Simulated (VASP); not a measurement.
Input:

```yaml
crystal:
  lattice:
    - [1.68043, -2.91058, 0.00000]
    - [1.68043, 2.91058, 0.00000]
    - [0.00000, 0.00000, 5.23307]
  atoms:
    - { symbol: Sc, position: [0.33333, 0.66667, 0.25000] }
    - { symbol: Sc, position: [0.66667, 0.33333, 0.75000] }
```

Calculation: RPBE GGA, VASP's PBE PAW potentials (set 64) (plane waves; VASP). Numerical set-up: 520 eV cut-off, 12×12×7 Γ-centred mesh, first-order Methfessel-Paxton smearing of 0.10 eV, potentials Sc_sv.

Question: What does the run give for the energy per atom (σ→0), band gap (on the k-mesh) with the smallest direct gap where there is one?

Answer: 
The band gap (on the k-mesh) is none (metal, semimetal or under 0.01 eV) and the energy per atom (σ→0) comes out as -5.941 eV/atom.

Only differences to runs with the same potentials and settings are physical.

The compound is Sc in the hcp structure. It was relaxed first.
